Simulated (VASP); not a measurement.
```yaml
crystal:
  lattice:
    - [2.35771, 0.00000, 0.00000]
    - [0.00000, 2.35771, 0.00000]
    - [0.00000, 0.00000, 2.35771]
  atoms:
    - { symbol: Cu, position: [0.00000, 0.00000, 0.00000] }
```

Calculation: PBEsol GGA, VASP's PBE PAW potentials (set 64) (plane waves; VASP). Settings: 400 eV cut-off, Gaussian smearing of 0.050 eV, potentials Cu.

**Question.** Estimate the band gap (along the path) with the smallest direct gap where there is one.

**Answer.** 
- band gap (along the path) = none (metal, semimetal or under 0.01 eV)

Total energies compare only between runs with the same potentials, cut-off and functional.

The structure was generated: Cu was put into the simple-cubic type (Pm-3m), which need not be its known phase. It was relaxed first.
